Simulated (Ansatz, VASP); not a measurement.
## Two plane-wave programs on Si5P2

Contents of INCAR:

```
PREC = Accurate
ENCUT = 600
EDIFF = 1E-6
ISMEAR = 0
SIGMA = 0.2
LREAL = F
LASPH = T
NELM = 80
ALGO = Normal
ISIF = 3
LWAVE = F
LCHARG = F
GGA = PE
IBRION = 2
NSW = 36
EDIFFG = -0.08
```

KPOINTS

```
Automatic mesh
0
Gamma
  5 5 2
```

File POSCAR:

```
Si5P2
1.0
    3.6000000000      0.0000000000      0.0000000000
   -1.8000000000      3.1176914500      0.0000000000
    0.0000000000      0.0000000000     11.4500000000
Si P
5 2
Direct
    0.3333333300      0.6666666700      0.3050000000
    0.6666666700      0.3333333300      0.6950000000
    0.0000000000      0.0000000000      0.4000000000
    0.0000000000      0.0000000000      0.6000000000
    0.0000000000      0.0000000000      0.0000000000
    0.3333333300      0.6666666700      0.1080000000
    0.6666666700      0.3333333300      0.8920000000
```

Input for Ansatz:

```yaml
crystal:
  lattice:
    - [3.6, 0.0, 0.0]
    - [-1.8, 3.11769145, 0.0]
    - [0.0, 0.0, 11.45]
  atoms:
    - { symbol: Si, position: [0.33333333, 0.66666667, 0.305] }
    - { symbol: Si, position: [0.66666667, 0.33333333, 0.695] }
    - { symbol: Si, position: [0.0, 0.0, 0.4] }
    - { symbol: Si, position: [0.0, 0.0, 0.6] }
    - { symbol: Si, position: [0.0, 0.0, 0.0] }
    - { symbol: P, position: [0.33333333, 0.66666667, 0.108] }
    - { symbol: P, position: [0.66666667, 0.33333333, 0.892] }
basis:
  ecutwfc: 420
kpoints:
  mp_grid: { grid: [5, 5, 2] }
hamiltonian:
  xc: pbe
scf:
  occupations: { method: gaussian, width: 0.2 }
  lower_state_search: "off"
output:
  forces: true
  stress: true
  eigenvalues: true
relax:
  adjacent_minimum: "off"
  f_tol: 0.08
  max_steps: 16
  cell: { stress_tol: 0.8 }
```

Alike in both runs: task relaxation of cell and atoms; functional PBE; k mesh 5 × 5 × 2; occupations gaussian, width 0.2 eV; no spin polarisation.

|  | VASP | Ansatz |
| --- | --- | --- |
| version | VASP 6.6.1 | Ansatz 0.2.0 |
| potentials or method | VASP PAW PBE potentials, release 64 (Si, P) | scalar-relativistic, plane waves, PAW |
| plane-wave cutoff (eV) | 600 | 420 |
| valence electrons in the cell | 30 | 30 |

```csv
,VASP,Ansatz,Ansatz less VASP
"gap on the k mesh at the Fermi level, each at its own relaxed structure (eV)",none,none,-
relaxed volume (Å³/atom),19.08,19.14,+0.068
relaxed cell length with the largest relative difference (Å),3.774,3.779,+0.0049
energy change over the relaxation (meV/atom),-86,-86,-0.2
```

A gap of «none» marks a metal or a gap that the smearing closes.

Caveats: the k mesh is coarse (spacing up to 0.40 Å⁻¹), so the values aren't converged.
